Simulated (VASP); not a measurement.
Consider the following.

```
CsCl
1.0
    4.19306     0.00000     0.00000
    0.00000     4.19306     0.00000
    0.00000     0.00000     4.19306
Cs Cl
1 1
Direct
  0.00000   0.00000   0.00000
  0.50000   0.50000   0.50000
```

The numbers are results of PW91 GGA, VASP's PBE PAW potentials (set 64) (plane waves; VASP), not measurements. Run with 520 eV cut-off, 6×6×6 Γ-centred mesh, Gaussian smearing of 0.050 eV, potentials Cs_sv Cl.

Unless said otherwise, spin-orbit coupling is left out, though it shifts the bands of the heavy elements here.

### Question
Estimate the energy per atom (σ→0), band gap (on the k-mesh) with the smallest direct gap where there is one.

### Answer

```json
{
  "band gap (on the k-mesh)": "5.05 eV",
  "smallest direct gap (on the k-mesh)": "5.05 eV",
  "energy per atom (σ→0)": "-3.302 eV/atom"
}
```

The absolute energy has meaning only against runs of the same code, potentials and settings.

The compound is CsCl in the CsCl type structure. It was relaxed first, which changed the volume by +5 %. The start is the result of an earlier pass.
